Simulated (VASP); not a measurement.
Runs of VASP 6.6.1 on Pb. The structure is cubic, space group Fm-3m (No. 225). The conventional cell has a = 4.950 Å, b = 4.950 Å, c = 4.950 Å, α = 90.00°, β = 90.00°, γ = 90.00°. Around Pb (site symmetry m-3m) lie 12 Pb at 3.50 Å. 

```tsv
level	potentials or basis	gap on the mesh (eV)	pressure (GPa)	relaxed volume (Å³/atom)
LDA	VASP PAW LDA potentials, release 64 (Pb_d)	none	0.0	29.11
PBE+D3(BJ)	VASP PAW PBE potentials, release 64 (Pb_d)	none	0.0	30.39
PBEsol	VASP PAW PBE potentials, release 64 (Pb_d)	none	0.0	(a)
r2SCAN	VASP PAW PBE potentials, release 64 (Pb_d)	none	0.0	(b)
PBE	VASP PAW PBE potentials, release 64 (Pb_d)	none	0.0	31.83
```

Alike in all rows: task relaxation of cell and atoms; no spin polarisation; cell relaxed; k mesh 16 × 16 × 16; cutoff (eV) 600; smearing methfessel-paxton 0.1 eV.

Question: Estimate the missing entries.

Answer: (a) 29.96; (b) 31.08.

Caveats: the PAW data sets were made with another functional, which shifts forces and pressure a little (some runs); pairwise dispersion overbinds metals, which lowers pressure and volume (some runs).

A k mesh can miss the band edges, and the runs leave out spin-orbit coupling on Pb.

A gap of «none» marks a metal or a gap under the smearing width.

Not every run made on this cell is shown here.
